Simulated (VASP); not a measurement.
Runs of VASP 6.6.1 on P. It takes space group Cmce (No. 64, orthorhombic). Conventional cell: a = 3.318 Å, b = 10.198 Å, c = 4.171 Å, α = 90.00°, β = 90.00°, γ = 90.00°. P (site symmetry m) is surrounded by 3 P at 2.22 to 2.25 Å. 

```tsv
level	potentials or basis	k mesh	cutoff (eV)	grid for exact exchange (PRECFOCK)	screening parameter	exchange at q = 0	gap on the mesh (eV)	pressure (GPa)	largest force (eV/Å)
HSE06	VASP PAW PBE potentials, release 64 (P)	6 × 6 × 5	450	Fast	0.2 1/A	-	(c)	1.0	0.45
PBEsol	VASP PAW PBE potentials, release 64 (P)	10 × 10 × 7	300	-	-	-	none	0.4	0.06
PBEsol	VASP PAW PBE potentials, release 64 (P)	10 × 10 × 7	600	-	-	-	none	0.7	0.05
r2SCAN	VASP PAW PBE potentials, release 64 (P)	10 × 10 × 7	450	-	-	-	none	(a)	0.39
PBEsol	VASP PAW PBE potentials, release 64 (P)	10 × 10 × 7	450	-	-	-	none	0.7	0.05
LDA	VASP PAW LDA potentials, release 64 (P)	10 × 10 × 7	450	-	-	-	none	-1.1	0.07
PBE0	VASP PAW PBE potentials, release 64 (P)	6 × 6 × 5	450	Fast	-	truncated	(b)	0.9	0.48
```

Alike in all rows: task single point; no spin polarisation; cell as given; smearing gaussian 0.02 eV.

**Question.** Estimate the missing entries.

**Answer.** (a) 2.6; (b) 0.55; (c) 0.41.

Caveats: the PAW data sets were made with another functional, which shifts forces and pressure a little (some runs); an odd mesh through Γ misses points on the zone boundary, where band edges often lie (some runs); the cutoff is under 1.25 times the usual one of these potentials, so pressure, stress and relaxed cells hold a basis-set (Pulay) error (some runs).

A gap of «none» marks a metal or a gap under the smearing width.

Runs at the PBE level aren't shown here.
